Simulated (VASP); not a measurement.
The system is ZnNi3N.

```
CELL_PARAMETERS angstrom
3.76506 0.00000 0.00000
0.00000 3.76506 0.00000
0.00000 0.00000 3.76506
ATOMIC_POSITIONS crystal
Zn 0.00000 0.00000 0.00000
Ni 0.00000 0.50000 0.50000
Ni 0.50000 0.50000 0.00000
Ni 0.50000 0.00000 0.50000
N 0.50000 0.50000 0.50000
```

The cell comes from a database or a generator and needn't be the stable form of this composition.

- Program: VASP 6.6.1
- Task: relaxation of cell and atoms
- Functional: PBEsol
- Potentials or basis: VASP PAW PBE potentials, release 64 (Zn, Ni, N)
- Cutoff: 600 eV
- k mesh: 10 × 10 × 10
- Occupations: gaussian, width 0.1 eV
- Spin: no spin polarisation

At the start: pressure -8.4 GPa; volume 10.67 Å³/atom.

**Question.** Where does the relaxation end?

**Answer.** Over 3 steps the energy falls by 12.4 meV/atom and the volume is 10.22 Å³/atom (-4.2 %); space group Pm-3m (No. 221, to 0.05 Å).

The path:
```tsv
step	energy change (eV)	largest force (eV/Å)	pressure (GPa)	volume (Å³)
1	0.0000	0.0000	-8.36	53.37
2	-0.0063	0.0000	9.82	49.18
3	-0.0622	0.0000	-0.06	51.12
```

Final structure:
```
CELL_PARAMETERS angstrom
3.71145 0.00000 0.00000
0.00000 3.71145 0.00000
0.00000 0.00000 3.71145
ATOMIC_POSITIONS crystal
Zn 0.00000 0.00000 0.00000
Ni 0.00000 0.50000 0.50000
Ni 0.50000 0.50000 0.00000
Ni 0.50000 0.00000 0.50000
N 0.50000 0.50000 0.50000
```

Caveat: the PAW data sets were made with another functional, which shifts forces and pressure a little; the run has no spin polarisation, though such a crystal can be magnetic.
